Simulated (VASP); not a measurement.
Here is the system:

```
Sb
1.0
    4.03649    -2.19810     0.00000
    4.03649     2.19810     0.00000
    2.83950     0.00000     3.61416
Sb
2
Cartesian
  2.54806   0.00000   0.84391
  8.36441   0.00000   2.77025
```

All values below come from PBE GGA, VASP's PBE PAW potentials (set 64) (plane waves; VASP). Numerical set-up: 400 eV cut-off, 8×8×8 Γ-centred mesh, first-order Methfessel-Paxton smearing of 0.10 eV, potentials Sb.

Task: Which forces act on the atoms, in eV/Å?

Result: 
```
atom      Fx     Fy      Fz
----  ------  -----  ------
Sb1   -0.106  0.000  -0.035
Sb2    0.106  0.000   0.035
```

Task: Give the stress tensor in GPa (positive for a compressed cell).

Result: 
```
-0.51   0.00   0.02
 0.00  -0.57   0.00
 0.02   0.00  -0.56
```
The pressure is its mean diagonal, -0.55 GPa.

The compound is Sb in the a7 structure. The cell was not relaxed at this level.
